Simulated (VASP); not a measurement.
Consider the following.

```xyz
3
Lattice="0.0000 2.6994 2.6994 2.6994 0.0000 2.6994 2.6994 2.6994 0.0000" Properties=species:S:1:pos:R:3 pbc="T T T"
Li     1.3497     1.3497     1.3497
Li     4.0490     4.0490     4.0490
Se     0.0000     0.0000     0.0000
```

The numbers are results of PBE GGA, VASP's PBE PAW potentials (set 64) (plane waves; VASP 6.6.1), not measurements. Numerical set-up: 620 eV cut-off, 7×7×7 Γ-centred mesh, Gaussian smearing of 0.050 eV, potentials Li_sv Se.

Energy and stress use the plane-wave basis of the starting cell.

The ions, cell shape and volume at an external pressure of 30.0 GPa are relaxed. Predict the relaxed structure.

```xyz
3
Lattice="0.0000 2.6241 2.6241 2.6241 0.0000 2.6241 2.6241 2.6241 0.0000" Properties=species:S:1:pos:R:3 pbc="T T T"
Li     1.3121     1.3121     1.3121
Li     3.9362     3.9362     3.9362
Se     0.0000     0.0000     0.0000
```
Space group Fm-3m (225), at a tolerance of 0.03 Å.

How do energy and volume change from the first to the last step?

The energy (σ→0) changes by +164.7 meV/atom and the volume by -8.1 %, in 3 ionic steps.

| step | E(σ→0) (eV) | max force (eV/Å) | pressure (GPa) | volume (Å³) |
|---|---|---|---|---|
| 1 | -10.4077 | 0.000 | 20.09 | 39.34 |
| 2 | -9.6620 | 0.000 | 34.93 | 34.90 |
| 3 | -9.9135 | 0.000 | 30.01 | 36.14 |

The compound is Li2Se in the antifluorite structure. This run relaxes it under an external pressure of 30 GPa. Symmetry was kept, so distortions that lower it aren't found.
